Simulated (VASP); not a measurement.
```
Rb2Te
1.0
    0.00000     4.28111     4.28111
    4.28111     0.00000     4.28111
    4.28111     4.28111     0.00000
Rb Te
2 1
Direct
  0.25000   0.25000   0.25000
  0.75000   0.75000   0.75000
  0.00000   0.00000   0.00000
```

Method: LDA (Ceperley-Alder, Perdew-Zunger), VASP's LDA PAW potentials (set 64) (plane waves; VASP). Numerical set-up: 300 eV cut-off, 6×6×6 Γ-centred mesh, Fermi-Dirac smearing of 0.020 eV, potentials Rb_sv Te.

Unless said otherwise, spin-orbit coupling is left out, though it shifts the bands of the heavy elements here.

Give the energies of bands 10 to 15 at the high-symmetry points, in eV from the valence-band maximum.

| band | Γ | X | U | L | W |
|---|---|---|---|---|---|
| 10 | -0.21 | -0.80 | -0.60 | -0.62 | -0.42 |
| 11 | -0.21 | 0.00 | -0.22 | -0.08 | -0.42 |
| 12 | -0.21 | 0.00 | -0.02 | -0.08 | -0.01 |
| 13 | 1.66 | 2.84 | 3.02 | 3.55 | 3.01 |
| 14 | 4.24 | 3.77 | 4.02 | 3.94 | 4.38 |
| 15 | 4.24 | 5.18 | 4.97 | 4.54 | 4.38 |

The gap is indirect, 1.66 eV, from the valence maximum at X to the conduction minimum at Γ.

The structure comes from a computed database's Rb2Te entry (Fm-3m); how it stands against other phases isn't given here. The cell was not relaxed at this level.
